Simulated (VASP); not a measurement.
OSZICAR of a VASP run on Te₂Mo (relaxed from the layer:2H-MoS2 structure):

**OSZICAR**
```
       N       E                     dE             d eps       ncg     rms          rms(c)
DAV:   1    -0.218747825161E+02   -0.21875E+02   -0.23011E+00   238   0.102E+01    0.159E+01
DAV:   2    -0.218522862717E+02    0.22496E-01   -0.24317E-01   238   0.373E+00    0.104E+01
DAV:   3    -0.218550354467E+02   -0.27492E-02   -0.11362E-02   258   0.830E-01    0.632E+00
DAV:   4    -0.218543468333E+02    0.68861E-03   -0.14139E-02   263   0.600E-01    0.380E+00
DAV:   5    -0.218541411533E+02    0.20568E-03   -0.25564E-03   254   0.401E-01    0.239E+00
DAV:   6    -0.218542481214E+02   -0.10697E-03   -0.50886E-04   280   0.115E-01    0.147E+00
DAV:   7    -0.218542142659E+02    0.33856E-04   -0.23551E-04   240   0.108E-01    0.869E-01
DAV:   8    -0.218542228245E+02   -0.85586E-05   -0.12660E-05   291   0.259E-02    0.531E-01
DAV:   9    -0.218542228712E+02   -0.46677E-07   -0.15450E-05   225   0.225E-02    0.322E-01
DAV:  10    -0.218542228443E+02    0.26891E-07   -0.21777E-06   207   0.128E-02
   1 F= -.21854223E+02 E0= -.21854223E+02  d E =-.420484E-25
       N       E                     dE             ncg
```

### Question
Which electronic solver shows in the log?

### Answer
It is blocked Davidson (ALGO = Normal, or the opening steps of other solvers). The INCAR had ALGO = Normal.

### Question
Can the final energy be trusted as converged?

### Answer
Self-consistency was reached. It stopped with EDIFF = 1E-6, NELM = 60 (HSE06 screened hybrid, plane waves, VASP's PBE PAW potentials (set 64)). The cell holds a wide vacuum, so values per volume refer to the whole cell.

The cell is a sheet with vacuum, built from a generated structure. The cell's shape comes from a PBE relaxation.
